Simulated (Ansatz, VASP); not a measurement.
# Cross-check of RbNbS3 between VASP and Ansatz, part 2 of 3

One calculation is typed for both programs; each brings its own data sets. How far apart do they land? The cell is generated by rule, not measured, and may not be a known phase. The cell is taken from a series of runs on this material, whose earlier steps may have relaxed, scaled, displaced or heated it; both programs get it as it stands.

VASP 6.6.1 and Ansatz 0.2.0.

So far: The structure; Ansatz: relaxation of cell and atoms, PBE, pair 1.

## Step 3: VASP: relaxation of cell and atoms, PBE, pair 1

Level of this step: PBE; plane waves and PAW (Rb_sv, Nb_sv, S); invented cell (VASP).

The same cell, functional, mesh and smearing now go to VASP, with its own data sets.

Lines of VASP's logs that name or quote its potential files are left out, and so is its time.

Input file INCAR:

```
SYSTEM = RbNbS3
PREC = Accurate
ENCUT = 500
EDIFF = 1E-07
NELM = 120
ISMEAR = 1
SIGMA = 0.2
LREAL = .FALSE.
ALGO = Normal
GGA = PE
NBANDS = 50
LASPH = .TRUE.
LORBIT = 11
LWAVE = .FALSE.
LCHARG = .FALSE.
ISIF = 3
IBRION = 2
NSW = 80
EDIFFG = -0.005
GGA_COMPAT = .FALSE.
NELMIN = 4
KPAR = 2
```

Input file POSCAR:

```
RbNbS3
1.0
   -4.9016620000      0.0000000000      0.0000000000
    0.0000000000     -4.9016620000     -4.9016620000
    0.0000000000     -4.9016620000      4.9016620000
Rb Nb S
2 2 6
Direct
    0.0000000000      0.5000000000      0.5000000000
    0.0000000000      0.0000000000      0.0000000000
    0.5000000000      0.0000000000      0.5000000000
    0.5000000000      0.5000000000      0.0000000000
    0.5000000000      0.7459196493      0.7540801467
    0.5000000000      0.2540802487      0.2459197513
    0.5000000000      0.7540802487      0.2540802487
    0.5000000000      0.2459197513      0.7459197513
    0.0000000000      0.0000000000      0.5000000000
    0.0000000000      0.5000000000      0.0000000000
```

Input file KPOINTS:

```
Automatic mesh
0
Gamma
8 6 6
0 0 0
```

The projector-augmented-wave data sets are Rb_sv, Nb_sv and S (PBE family, release 64).

On the command line:

```
mpirun -np 2 vasp_std
```

Numbers of over 12 decimals in the logs are rounded to 6 here.

What it wrote:

```text
[banner, memory and clock lines left out]
running    2 mpi-ranks, on    1 nodes
 distrk:  each k-point on    1 cores,    2 groups
 distr:  one band on    1 cores,    1 groups

 POSCAR found type information on POSCAR RbNbS
 POSCAR found :  3 types and      10 ions
 LDA part: xc-table for (Slater+PW92), standard interpolation
 POSCAR, INCAR and KPOINTS ok, starting setup
 FFT: planning ... GRIDC
 FFT: planning ... GRID_SOFT
 FFT: planning ... GRID
 WAVECAR not read
 entering main loop
       N       E                     dE             d eps       ncg     rms          rms(c)
DAV:   1     0.654790290312E+03    0.65479E+03   -0.37846E+04  5000   0.143E+03
DAV:   2    -0.380336203245E+01   -0.65859E+03   -0.63869E+03  7078   0.418E+02
DAV:   3    -0.605625299764E+02   -0.56759E+02   -0.55954E+02  7856   0.113E+02
DAV:   4    -0.641540063361E+02   -0.35915E+01   -0.35789E+01  8352   0.275E+01
DAV:   5    -0.643237500527E+02   -0.16974E+00   -0.16965E+00  8272   0.444E+00    0.169E+01
DAV:   6    -0.576238831932E+02    0.66999E+01   -0.24985E+01  7144   0.241E+01    0.118E+01
DAV:   7    -0.567392185497E+02    0.88466E+00   -0.68138E+00  7684   0.142E+01    0.727E+00
DAV:   8    -0.569150414150E+02   -0.17582E+00   -0.15936E+00  7630   0.805E+00    0.371E+00
DAV:   9    -0.565721893382E+02    0.34285E+00   -0.82269E-01  7556   0.570E+00    0.810E-01
DAV:  10    -0.565694244214E+02    0.27649E-02   -0.66399E-02  6564   0.125E+00    0.406E-01
DAV:  11    -0.565714941199E+02   -0.20697E-02   -0.17935E-02  7530   0.782E-01    0.306E-01
DAV:  12    -0.565692223545E+02    0.22718E-02   -0.41089E-03  7248   0.412E-01    0.406E-02
DAV:  13    -0.565692732216E+02   -0.50867E-04   -0.34245E-04  6874   0.870E-02    0.380E-02
DAV:  14    -0.565692775333E+02   -0.43117E-05   -0.37558E-05  7604   0.255E-02    0.145E-02
DAV:  15    -0.565692806272E+02   -0.30939E-05   -0.43778E-06  6590   0.938E-03    0.883E-03
DAV:  16    -0.565692800257E+02    0.60144E-06   -0.22069E-06  6888   0.744E-03    0.192E-03
DAV:  17    -0.565692801312E+02   -0.10551E-06   -0.35980E-07  4476   0.257E-03    0.873E-04
DAV:  18    -0.565692801449E+02   -0.13672E-07   -0.42097E-08  3092   0.143E-03
   1 F= -.56569280E+02 E0= -.56570845E+02  d E =-.565693E+02
[...]
2 F= -.56570254E+02 E0= -.56571403E+02  d E =-.973854E-03
[...]
3 F= -.56570740E+02 E0= -.56571121E+02  d E =-.145982E-02
[...]
4 F= -.56571299E+02 E0= -.56571112E+02  d E =-.559108E-03
[...]
5 F= -.56571441E+02 E0= -.56570718E+02  d E =-.701250E-03
[...]
6 F= -.56571637E+02 E0= -.56570617E+02  d E =-.195975E-03
 trial-energy change:   -0.000196  1 .order   -0.000197   -0.000296   -0.000097
 step:   1.2966(harm=  1.2816)  dis= 0.00276  next Energy=   -56.571662 (dE=-0.221E-03)
 bond charge predicted
       N       E                     dE             d eps       ncg     rms          rms(c)
DAV:   1    -0.565717896194E+02   -0.15233E-03   -0.10887E-02  5626   0.510E-01    0.825E-02
DAV:   2    -0.565717081902E+02    0.81429E-04   -0.73820E-04  6440   0.147E-01    0.419E-02
DAV:   3    -0.565716719733E+02    0.36217E-04   -0.91892E-05  7372   0.520E-02    0.239E-02
DAV:   4    -0.565716572158E+02    0.14757E-04   -0.36056E-05  7600   0.380E-02    0.989E-03
DAV:   5    -0.565716575293E+02   -0.31351E-06   -0.85151E-06  7732   0.122E-02    0.658E-03
DAV:   6    -0.565716587877E+02   -0.12584E-05   -0.83632E-07  7722   0.393E-03    0.367E-03
DAV:   7    -0.565716600247E+02   -0.12370E-05   -0.17468E-07  3914   0.232E-03    0.926E-04
DAV:   8    -0.565716603210E+02   -0.29625E-06   -0.54194E-08  2784   0.141E-03    0.606E-04
DAV:   9    -0.565716603280E+02   -0.70140E-08   -0.23885E-08  2660   0.104E-03
   7 F= -.56571660E+02 E0= -.56570492E+02  d E =-.219114E-03
 curvature:  -1.21 expect dE=-0.486E-05 dE for cont linesearch -0.450E-07
 trial: gam= 0.06999 g(F)=  0.116E-05 g(S)=  0.287E-05 ort =-0.492E-05 (trialstep = 0.947E+00)
 search vector abs. value=  0.652E-05
 reached required accuracy - stopping structural energy minimisation
```

Parts of OUTCAR (step 3):

```text
ion  position               nearest neighbor table
   1  0.000  0.500  0.500-   9 3.47  10 3.47  10 3.47   9 3.47   5 3.47   5 3.47   8 3.47   6 3.47
                             7 3.47   6 3.47   7 3.47   8 3.47   3 4.24   4 4.24   4 4.24   3 4.24
   2  0.000  0.000  0.000-   9 3.47  10 3.47   9 3.47  10 3.47   7 3.47   8 3.47   6 3.47   6 3.47
                             7 3.47   8 3.47   5 3.47   5 3.47   3 4.24   4 4.24   3 4.24   3 4.24
   3  0.500  0.000  0.500-   7 2.41   8 2.41   9 2.45   9 2.45   6 2.49   5 2.49   1 4.24   2 4.24
                             1 4.24   1 4.24   2 4.24   2 4.24   2 4.24   1 4.24
   4  0.500  0.500  0.000-   6 2.41   5 2.41  10 2.45  10 2.45   7 2.49   8 2.49   1 4.24   1 4.24
                             2 4.24   1 4.24   2 4.24   2 4.24   1 4.24   2 4.24
   5  0.500  0.746  0.754-   4 2.41   3 2.49   1 3.47   1 3.47   2 3.47   2 3.47
   6  0.500  0.254  0.246-   4 2.41   3 2.49   1 3.47   2 3.47   1 3.47   2 3.47
   7  0.500  0.754  0.254-   3 2.41   4 2.49   1 3.47   2 3.47   1 3.47   2 3.47
   8  0.500  0.246  0.746-   3 2.41   4 2.49   1 3.47   2 3.47   1 3.47   2 3.47
   9  0.000  0.000  0.500-   3 2.45   3 2.45   1 3.47   2 3.47   1 3.47   2 3.47
  10  0.000  0.500  0.000-   4 2.45   4 2.45   1 3.47   1 3.47   2 3.47   2 3.47

  LATTYP: Found a simple tetragonal cell.
 ALAT       =     6.9319968786
 C/A-ratio  =     0.7071067812

 Subroutine GETGRP returns: Found 16 space group operations
 (whereof  8 operations were pure point group operations)

The static configuration has the point symmetry C_4h.
 The point group associated with its full space group is D_4h.

 Found     50 irreducible k-points:

   k-points           NKPTS =     50   k-points in BZ     NKDIM =     50   number of bands    NBANDS=     50

   dimension x,y,z NGX =    36 NGY =   54 NGZ =   54
   dimension x,y,z NGXF=    72 NGYF=  108 NGZF=  108

   ENCUT  =  500.0 eV  36.75 Ry    6.06 a.u.   8.94 12.64 12.64*2*pi/ulx,y,z

   NELECT =      80.0000    total number of electrons

 k-points in reciprocal lattice and weights: Automatic mesh
   0.00000000  0.00000000  0.00000000       0.003
   0.12500000  0.00000000  0.00000000       0.007
   0.25000000  0.00000000  0.00000000       0.007
   0.37500000  0.00000000  0.00000000       0.007
   0.50000000  0.00000000  0.00000000       0.003
   0.00000000  0.16666667  0.00000000       0.014
   0.12500000  0.16666667  0.00000000       0.028
   0.25000000  0.16666667  0.00000000       0.028
   0.37500000  0.16666667  0.00000000       0.028
[...]
0.37500000  0.50000000  0.50000000       0.007
   0.50000000  0.50000000  0.50000000       0.003

 average (electrostatic) potential at core
       1 -34.0859       2 -34.0859       3 -86.0808       4 -86.0808       5 -87.0575
       6 -87.0575       7 -87.0575       8 -87.0575       9 -87.0767      10 -87.0767

 E-fermi :   3.8193

 k-point     1 :       0.0000    0.0000    0.0000
  band No.  band energies     occupation
    ...
     38       3.2261      2.00023
     39       3.2261      2.00023
     40       3.4020      2.01196
     41       3.4021      2.01199
     42       3.4021      2.01199
     43       3.9235      0.23720
     44       5.1970     -0.00000
     45       5.1977     -0.00000
     46       5.7016     -0.00000
     47       5.7016     -0.00000
    ...

 k-point     2 :       0.1250    0.0000    0.0000
  band No.  band energies     occupation
    ...
     36       2.6111      2.00000
     37       2.8717      2.00000
     38       3.1639      2.00004
     39       3.1639      2.00004
     40       3.2222      2.00020
     41       3.9310      0.19918
     42       3.9787      0.02153
     43       3.9787      0.02153
     44       5.2060     -0.00000
     45       5.7321     -0.00000
    ...

 k-point     3 :       0.2500    0.0000    0.0000
  band No.  band energies     occupation
    ...
     36       3.1132      2.00001
     37       3.1132      2.00001
     38       3.2163      2.00017
     39       3.2163      2.00017
     40       3.2431      2.00036
     41       3.9492      0.11825
     42       4.7888     -0.00000
     43       4.7888     -0.00000
     44       5.2222     -0.00000
     45       5.8438     -0.00000
    ...

  Total       -0.0193481      0.0105208      0.0105208      0.0000000      0.0000000     -0.0000000
  in kB       -0.1318541      0.0716974      0.0716974      0.0000000      0.0000000     -0.0000000
  external PRESSURE =       0.0038469 kB  Pullay stress =       0.0000000 kB

  energy-cutoff  :      500.00
  volume of cell :      235.10
      direct lattice vectors                 reciprocal lattice vectors
    -4.896160802  0.000000000 -0.000000000    -0.204241658 -0.000000000 -0.000000000
     0.000000000 -4.899877678 -4.899877678     0.000000000 -0.102043364 -0.102043364
    -0.000000000 -4.899877678  4.899877678    -0.000000000 -0.102043364  0.102043364

 POSITION                                       TOTAL-FORCE (eV/Angst)
 -----------------------------------------------------------------------------------
     -4.89616     -4.89988      0.00000         0.000000      0.000000     -0.000000
     -4.89616      0.00000     -0.00000         0.000000      0.000000     -0.000000
     -2.44808     -2.44994      2.44994        -0.000000      0.000000     -0.000000
     -2.44808     -2.44994     -2.44994        -0.000000      0.000000     -0.000000
     -2.44808     -7.34982      0.02148         0.000000      0.000000     -0.002449
     -2.44808     -2.44994     -0.02148        -0.000000     -0.000000      0.002449
     -2.44808     -4.92136     -2.44994        -0.000000      0.002449     -0.000000
     -2.44808     -4.87840      2.44994         0.000000     -0.002449     -0.000000
     -0.00000     -2.44994      2.44994         0.000000      0.000000     -0.000000
      0.00000     -2.44994     -2.44994         0.000000      0.000000     -0.000000
 -----------------------------------------------------------------------------------
    total drift:                               -0.000000     -0.000671      0.000000

  FREE ENERGIE OF THE ION-ELECTRON SYSTEM (eV)
  ---------------------------------------------------
  free  energy   TOTEN  =       -56.5716603280 eV

  energy  without entropy=      -56.5681544243  energy(sigma->0) =      -56.57049169

 reached required accuracy - stopping structural energy minimisation

 total charge
# of ion       s       p       d       tot
------------------------------------------
    1        1.939   5.351   0.030   7.320
    2        1.939   5.351   0.030   7.320
    3        2.165   6.041   2.211  10.418
    4        2.165   6.041   2.211  10.418
    5        1.338   2.402   0.000   3.740
    6        1.338   2.402   0.000   3.740
    7        1.338   2.402   0.000   3.740
    8        1.338   2.402   0.000   3.740
    9        1.338   2.401   0.000   3.740
   10        1.338   2.401   0.000   3.740
--------------------------------------------------
tot         16.239  37.192   4.483  57.915

[... 3 further parts left out ...]
```

CONTCAR:

```
RbNbS3
   1.00000000000000
    -4.8961608020750749    0.0000000000000000   -0.0000000000000000
     0.0000000000000000   -4.8998776784412188   -4.8998776784412188
    -0.0000000000000000   -4.8998776784412188    4.8998776784412188
  Rb              Nb              S
     2     2     6
Direct
     1.0000000000000000    0.5000000000000000    0.5000000000000000
     1.0000000000000000    0.0000000000000000    0.0000000000000000
     0.5000000000000000    0.0000000000000000    0.5000000000000000
     0.5000000000000000    0.5000000000000000    0.0000000000000000
     0.5000000000000000    0.7478078988210985    0.7521918971788988
     0.5000000000000000    0.2521919991789001    0.2478080008210998
     0.5000000000000000    0.7521919991789001    0.2521919991789001
     0.5000000000000000    0.2478080008210998    0.7478080008210999
     0.0000000000000000    0.0000000000000000    0.5000000000000000
     0.0000000000000000    0.5000000000000000    0.0000000000000000
```

## Step 4: Differences

Known differences besides the potentials themselves: the cutoff is 420 eV in Ansatz and 500 eV in VASP; Ansatz adds a Pulay correction to the stress that steers its cell, VASP none. Total energies have different zeros and are not compared.

Compared:

| quantity | Ansatz | VASP | difference |
| --- | --- | --- | --- |
| volume (Å³) | 235.54 | 235.10 | +0.19 % |
| edge a after relaxation, in the typed setting (Å) | 4.899 | 4.896 | +0.05 % |
| edge b after relaxation, in the typed setting (Å) | 6.934 | 6.929 | +0.07 % |

## Step 5: VASP: relaxation of cell and atoms, PBE, pair 2

The relaxed volume is the usual yardstick between codes: in a stiff, nearly cubic crystal its relative difference is about their pressure difference at one cell divided by the bulk modulus.

Changes to INCAR since step 3:

```diff
@@ -21,2 +21,3 @@
 NELMIN = 4
+EFERMI = MIDGAP
 KPAR = 2
```

Input file POSCAR:

```
RbNbS3
1.0
   -3.4671520000      3.4671520000      4.9180390000
    3.4671520000     -3.4671520000      4.9180390000
    3.4671520000      3.4671520000     -4.9180390000
Rb Nb S
2 2 6
Direct
    0.2500000508      0.7500000508      0.5000000000
    0.7500000508      0.2500000508      0.5000000000
    0.0000000000      0.0000000000      0.0000000000
    0.5000000000      0.5000000000      0.0000000000
    0.2582968673      0.7417031327      0.0000000000
    0.7417031327      0.2582968673      0.0000000000
    0.2414923916      0.2414923916      0.0000000000
    0.7585076084      0.7585076084      0.0000000000
    0.2501390190      0.2501390190      0.5002780380
    0.7498609810      0.7498609810      0.4997219620
```

Input file KPOINTS:

```
Automatic mesh
0
Gamma
6 6 6
0 0 0
```

On the command line:

```
mpirun -np 2 vasp_std
```

What it wrote:

```text
[... set-up lines as in an earlier step ...]
 entering main loop
       N       E                     dE             d eps       ncg     rms          rms(c)
DAV:   1     0.645778442007E+03    0.64578E+03   -0.37380E+04  4600   0.142E+03
DAV:   2    -0.332785152467E+01   -0.64911E+03   -0.62754E+03  6514   0.413E+02
DAV:   3    -0.607872099188E+02   -0.57459E+02   -0.56682E+02  7176   0.114E+02
DAV:   4    -0.641053394231E+02   -0.33181E+01   -0.33106E+01  7576   0.273E+01
[...]
DAV:  15    -0.565994860374E+02    0.23069E-05   -0.20722E-05  5954   0.252E-02    0.786E-03
DAV:  16    -0.565994864435E+02   -0.40610E-06   -0.56856E-06  6822   0.102E-02    0.396E-03
DAV:  17    -0.565994864603E+02   -0.16801E-07   -0.61103E-07  5292   0.342E-03
   1 F= -.56599486E+02 E0= -.56606045E+02  d E =-.565995E+02
[... from here on, the cycles between the ionic steps are left out ...]
   2 F= -.56600629E+02 E0= -.56607038E+02  d E =-.114283E-02
   3 F= -.56600663E+02 E0= -.56607036E+02  d E =-.117659E-02
   4 F= -.56600779E+02 E0= -.56607078E+02  d E =-.115635E-03
   5 F= -.56600793E+02 E0= -.56607052E+02  d E =-.129883E-03
   6 F= -.56600832E+02 E0= -.56607039E+02  d E =-.395320E-04
   7 F= -.56600835E+02 E0= -.56607027E+02  d E =-.416316E-04
[...]
reached required accuracy - stopping structural energy minimisation
```

Parts of OUTCAR (step 5):

```text
  Total       -0.0090928     -0.0090928      0.0048291     -0.0013128      0.0000000      0.0000000
  in kB       -0.0616758     -0.0616758      0.0327554     -0.0089048      0.0000000      0.0000000
  external PRESSURE =      -0.0301987 kB  Pullay stress =       0.0000000 kB

 POSITION                                       TOTAL-FORCE (eV/Angst)
 -----------------------------------------------------------------------------------
      3.46720     -0.00624      2.45612         0.000000     -0.000000     -0.000000
     -0.00624      3.46720      2.45612        -0.000000      0.000000     -0.000000
      0.00000      0.00000     -0.00000        -0.000000     -0.000000     -0.000000
      0.00000      0.00000      4.91223        -0.000000     -0.000000     -0.000000
      1.68290     -1.68290      4.91223         0.000174     -0.000174     -0.000000
     -1.68290      1.68290      4.91223        -0.000174      0.000174     -0.000000
      0.00000      0.00000      2.37906        -0.000000     -0.000000      0.000153
      0.00000      0.00000      7.44540         0.000000      0.000000     -0.000153
      1.73126      1.73126      0.00000        -0.002761     -0.002761     -0.000000
      1.72970      1.72970      4.91223         0.002761      0.002761      0.000000
 -----------------------------------------------------------------------------------
    total drift:                                0.000000      0.000000     -0.000549

  FREE ENERGIE OF THE ION-ELECTRON SYSTEM (eV)
  ---------------------------------------------------
  free  energy   TOTEN  =       -56.6008345612 eV

  energy  without entropy=      -56.6194105910  energy(sigma->0) =      -56.60702657

[... 1 part as in an earlier step ...]

[... 3 further parts left out ...]
[key lines of the parts left out:]
E-fermi :   3.7722
```

The gap is under twice the smearing width, so the edge states are partly filled and the run can't tell a small gap from a semimetal. Methfessel-Paxton smearing is not meant for a cell with a gap.

## Step 6: Ansatz: relaxation of cell and atoms, PBE, pair 2

The same cell, functional, mesh and smearing now go to Ansatz, which takes its cutoff from its data sets.

The cell is taken from a series of runs on this material, whose earlier steps may have relaxed, scaled, displaced or heated it; both programs get it as it stands.

Input file input.yaml:

```yaml
crystal:
  lattice:
    - [-3.4671517956, 3.4671517956, 4.9180390968]
    - [3.4671517956, -3.4671517956, 4.9180390968]
    - [3.4671517956, 3.4671517956, -4.9180390968]
  atoms:
    - { symbol: Rb, position: [0.25, 0.75, 0.5] }
    - { symbol: Rb, position: [0.75, 0.25, 0.5] }
    - { symbol: Nb, position: [0.0, 0.0, 0.0] }
    - { symbol: Nb, position: [0.5, 0.5, 0.0] }
    - { symbol: S, position: [0.2582968176, 0.7417031824, 0.0] }
    - { symbol: S, position: [0.7417031824, 0.2582968176, 0.0] }
    - { symbol: S, position: [0.2414924327, 0.2414924327, 0.0] }
    - { symbol: S, position: [0.7585075673, 0.7585075673, 0.0] }
    - { symbol: S, position: [0.2501390348, 0.2501390348, 0.5002780697] }
    - { symbol: S, position: [0.7498609652, 0.7498609652, 0.4997219303] }
kpoints:
  mp_grid: { grid: [6, 6, 6] }
hamiltonian:
  xc: pbe
  pseudopotentials: { kind: paw, azcp: { folder: soft_1 } }
scf:
  occupations: { method: methfessel_paxton, width: 0.2 }
output:
  forces: true
  stress: true
  eigenvalues: true
relax:
  adjacent_minimum: "off"
  f_tol: 0.002
  max_steps: 120
  cell: { stress_tol: 0.03 }
```

On the command line:

```
ansatz run input.yaml --threads 4 --pin off --max-ram 16384MiB --backend cpu --events-out ev --progress --plain --runs-dir out
```

What it wrote:

```text
[...]
Crystal: 10 atoms, lattice volume = 236.482 Å³
Basis set: ecut = 420 eV, 4645 PW (Γ), exchange–correlation on 96×96×96 points (8 copies of the dense FFT grid, shifted against one another)
Bands: 50, of which v1, the nominal top of the filled ones, is band 40 counted from 1 (39 counted from 0)
Symmetry: 8 space group operations
[...]
k-points: 46 of 216
[...]
- { symbol: Rb, position: [0.75, 0.250000, 0.500000] }
    - { symbol: Nb, position: [0, 0, 0] }
    - { symbol: Nb, position: [0.5, 0.5, 0] }
    - { symbol: S, position: [0.257859, 0.742141, 0.0] }
    - { symbol: S, position: [0.742141, 0.257859, 0.0] }
    - { symbol: S, position: [0.242139, 0.242139, 0] }
    - { symbol: S, position: [0.757861, 0.757861, 0] }
    - { symbol: S, position: [0.250002, 0.250002, 0.500003] }
    - { symbol: S, position: [0.749998, 0.749998, 0.499997] }
[key lines of the parts left out:]
SCF converged after 4 iterations
Free energy (F): -21061.365293 eV
Fermi energy:    6.879284 eV
P = ⅓ Tr σ = 0.0032 GPa (0.032 kbar)
```

## Step 7: Differences

The two programs side by side:

| quantity | Ansatz | VASP | difference |
| --- | --- | --- | --- |
| volume (Å³) | 236.64 | 236.21 | +0.18 % |
| edge a after relaxation, in the typed setting (Å) | 6.951 | 6.947 | +0.06 % |
| edge c after relaxation, in the typed setting (Å) | 6.939 | 6.934 | +0.06 % |

(Continued in part 3 of 3.)

[Lines on the potential files, build, host, timing and source positions are cut from VASP's logs without a mark.]

[Logs are printed without paths, hosts, clocks, repeated set-up lines and the standing remarks that a program may print on its own settings, such as how far it seeks lower states.]

[Hosts, paths, dates, database ids (printed as entryN), source tags and the programs' standing remarks are cut or masked in the printed files.]
